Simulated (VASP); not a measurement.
Consider the following.

```xyz
2
Lattice="2.8160 0.0000 0.0000 0.0000 2.8441 0.0000 0.0000 0.0000 2.8880" Properties=species:S:1:pos:R:3 pbc="T T T"
Cr     0.0000     0.0000     0.0000
Cr     1.4321     1.4221     1.4440
```
Starting moments (μB, in the order of the record's atoms Cr Cr): 1.5 -1.5.

Computed with PBE GGA, VASP's PBE PAW potentials (set 64) (plane waves; VASP 6.6.1). Numerical set-up: 400 eV cut-off, 12×12×11 Γ-centred mesh, first-order Methfessel-Paxton smearing of 0.050 eV, potentials Cr_pv.

Q: What does the run give for the cell moment, energy per atom (σ→0), pressure, largest force, band gap (on the k-mesh) with the smallest direct gap where there is one?

A: 
band gap (on the k-mesh): none (metal, semimetal or under 0.01 eV)
cell moment: 0.00 μB
energy per atom (σ→0): -9.523 eV/atom
pressure: 1.77 GPa
largest force: 0.00581 Ry/bohr

Q: Give the moment on each site (PAW-sphere projection).

A: 
```json
[
 {"site": "Cr1", "moment (μB)": "0.99"},
 {"site": "Cr2", "moment (μB)": "-0.99"}
]
```

Only differences to runs with the same potentials and settings are physical.

The compound is Cr in the bcc, AFM order structure. The cell was not relaxed at this level. The run is one of a series of settings (SIGMA = 0.05 against the base run), some of them coarse on purpose.
